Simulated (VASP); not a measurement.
OSZICAR of a VASP run on Ba (bcc):

File OSZICAR:
```
       N       E                     dE             d eps       ncg     rms          rms(c)
DAV:   1     0.294571387097E+02    0.29457E+02   -0.42178E+03   846   0.874E+02
DAV:   2    -0.265594851877E+02   -0.56017E+02   -0.55278E+02   990   0.153E+02
DAV:   3    -0.291718070046E+02   -0.26123E+01   -0.26047E+01  1138   0.375E+01
DAV:   4    -0.292423232496E+02   -0.70516E-01   -0.70456E-01  1314   0.516E+00
DAV:   5    -0.292429677274E+02   -0.64448E-03   -0.64428E-03  1256   0.338E-01    0.149E+00
DAV:   6    -0.258167298376E+02    0.34262E+01   -0.10176E+00  1293   0.774E+00    0.132E+00
DAV:   7    -0.258803801427E+02   -0.63650E-01   -0.53789E-02   965   0.262E+00    0.143E+00
DAV:   8    -0.263191143832E+02   -0.43873E+00   -0.14267E-01   916   0.455E+00    0.432E-01
DAV:   9    -0.261706983595E+02    0.14842E+00   -0.50341E-02  1000   0.273E+00    0.248E-01
DAV:  10    -0.260804933334E+02    0.90205E-01   -0.16658E-01   908   0.494E+00    0.223E-01
DAV:  11    -0.260959509102E+02   -0.15458E-01   -0.21138E-03  1264   0.308E-01    0.197E-01
DAV:  12    -0.263773713749E+02   -0.28142E+00   -0.20337E-01   926   0.377E+00    0.185E-01
DAV:  13    -0.261511652167E+02    0.22621E+00   -0.14446E-01   855   0.362E+00    0.270E-01
DAV:  14    -0.264113385478E+02   -0.26017E+00   -0.21307E-01   866   0.417E+00    0.908E-02
DAV:  15    -0.264309645224E+02   -0.19626E-01   -0.32318E-02   983   0.176E+00    0.739E-02
DAV:  16    -0.264311187407E+02   -0.15422E-03   -0.27995E-03  1185   0.530E-01    0.795E-02
DAV:  17    -0.264311511119E+02   -0.32371E-04   -0.36153E-03   892   0.628E-01    0.915E-02
DAV:  18    -0.264312012004E+02   -0.50088E-04   -0.66162E-04   849   0.219E-01    0.932E-02
DAV:  19    -0.264306647337E+02    0.53647E-03   -0.44563E-04   882   0.246E-01    0.612E-02
DAV:  20    -0.264312225875E+02   -0.55785E-03   -0.25606E-03   904   0.551E-01    0.313E-02
DAV:  21    -0.264313097131E+02   -0.87126E-04   -0.62340E-05  1182   0.715E-02    0.292E-02
DAV:  22    -0.264314046306E+02   -0.94917E-04   -0.91505E-04   883   0.296E-01    0.236E-02
DAV:  23    -0.264313663264E+02    0.38304E-04   -0.53701E-05   956   0.724E-02    0.808E-03
DAV:  24    -0.264313558101E+02    0.10516E-04   -0.41581E-05   855   0.817E-02    0.723E-03
DAV:  25    -0.264313770691E+02   -0.21259E-04   -0.21666E-05   936   0.449E-02    0.165E-03
DAV:  26    -0.264313754863E+02    0.15829E-05   -0.13231E-06  1190   0.146E-02    0.160E-03
DAV:  27    -0.264313786254E+02   -0.31391E-05   -0.35956E-06   949   0.214E-02    0.126E-03
DAV:  28    -0.264313785702E+02    0.55182E-07   -0.28517E-07  1020   0.470E-03
   1 F= -.26431379E+02 E0= -.26431259E+02  d E =-.358392E-03
```

Problem. Which electronic solver shows in the log?

Solution. It is blocked Davidson (ALGO = Normal, or the opening steps of other solvers). The INCAR had ALGO = Normal.

Problem. Can the final energy be trusted as converged?

Solution. Self-consistency was reached. It stopped with EDIFF = 1E-7, NELM = 100 (r2SCAN meta-GGA, plane waves, VASP's PBE PAW potentials (set 64)).

The compound is Ba in the bcc structure. It was relaxed first.
